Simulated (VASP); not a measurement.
An input for Quantum ESPRESSO's pw.x (written as the equivalent of a VASP run, and not itself run):

```
&CONTROL
  calculation = 'vc-relax'
  pseudo_dir = './pseudo'
  outdir = './out'
  tprnfor = .true.
  tstress = .true.
  nstep = 30
  forc_conv_thr = 0.00039
/
&SYSTEM
  ibrav = 0
  nat = 3
  ntyp = 2
  ecutwfc = 72
  occupations = 'smearing'
  smearing = 'gaussian'
  degauss = 0.003675
  input_dft = 'revpbe'
/
&ELECTRONS
  conv_thr = 7.3e-09
  electron_maxstep = 100
/
&IONS
/
&CELL
  cell_dofree = 'shape'
/
ATOMIC_SPECIES
  Sn 118.710 Sn.upf
  S 32.060 S.upf
CELL_PARAMETERS angstrom
     1.8267277   -3.1639854    0.0000000
     1.8267277    3.1639854    0.0000000
     0.0000000    0.0000000    7.6823329
ATOMIC_POSITIONS crystal
  Sn   0.0000000  0.0000000  0.0000000
  S    0.3333330  0.6666670  0.1886713
  S    0.6666670  0.3333330  0.8113287
K_POINTS automatic
  7 7 3 0 0 0
```

Question: Write the VASP files for the same calculation (revPBE).

Answer: One answer among several that fit: 
File KPOINTS:
```
Automatic
0
gamma
 7 7 3
```

File POSCAR:
```
SnS2
1
    1.8267276547    -3.1639853952     0.0000000000
    1.8267276547     3.1639853952     0.0000000000
    0.0000000000     0.0000000000     7.6823328568
Sn S
1 2
Direct
  0.0000000000   0.0000000000   0.0000000000
  0.3333330000   0.6666670000   0.1886712730
  0.6666670000   0.3333330000   0.8113287270
```

**INCAR**
```
SYSTEM = SnS2
PREC = Accurate
ENCUT = 520
EDIFF = 1E-7
NELM = 100
ALGO = Normal
LREAL = .FALSE.
LASPH = .TRUE.
ISMEAR = 0
SIGMA = 0.05
GGA = RE
LMAXMIX = 4
LWAVE = .FALSE.
LCHARG = .FALSE.
ISIF = 4
IBRION = 2
NSW = 30
EDIFFG = -0.01
```

POTCAR, in this order: Sn_d S (PBE.64 set). Program: vasp_std.

The two are equivalent in intent, not identical: the potentials are each code's own (VASP's PAW set, PseudoDojo norm-conserving files in pw.x), so ENCUT and ecutwfc are chosen apart and not converted; conv_thr bounds pw.x's estimated SCF error, while EDIFF bounds the energy change between steps; forc_conv_thr acts on force components and is met together with etot_conv_thr.

The compound is SnS2 in the 1T layered structure. This cell is one point of a volume scan, at 0.94 of the reference volume. Symmetry was kept, so distortions that lower it aren't found.
